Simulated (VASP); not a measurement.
Input:

```
CELL_PARAMETERS angstrom
      3.82985    -2.12133    -0.02175
      3.82985     2.12133    -0.02175
      2.67467     0.00000     3.46619
ATOMIC_POSITIONS crystal
  Sb 0.23498 0.23498 0.23498
  Sb 0.76502 0.76502 0.76502
```

Level of theory: AM05 GGA, VASP's PBE PAW potentials (set 64) (plane waves; VASP 6.6.1). Run with 520 eV cut-off, 8×8×8 Γ-centred mesh, Gaussian smearing of 0.050 eV, potentials Sb.

Task: The ions and cell shape at fixed volume are relaxed. Which structure does the run end with?

Result: 
```
CELL_PARAMETERS angstrom
      3.78656    -2.13560    -0.04476
      3.78656     2.13560    -0.04476
      2.62360     0.00000     3.46663
ATOMIC_POSITIONS crystal
  Sb 0.23830 0.23830 0.23830
  Sb 0.76170 0.76170 0.76170
```
Space group R-3m (166), at a tolerance of 0.03 Å.

Task: How much energy does the relaxation gain?

Result: The energy (σ→0) changes by -5.9 meV/atom, in 6 ionic steps.

The compound is Sb in the a7 structure. This cell is one point of a volume scan, at 0.94 of the reference volume. Symmetry was kept, so distortions that lower it aren't found.
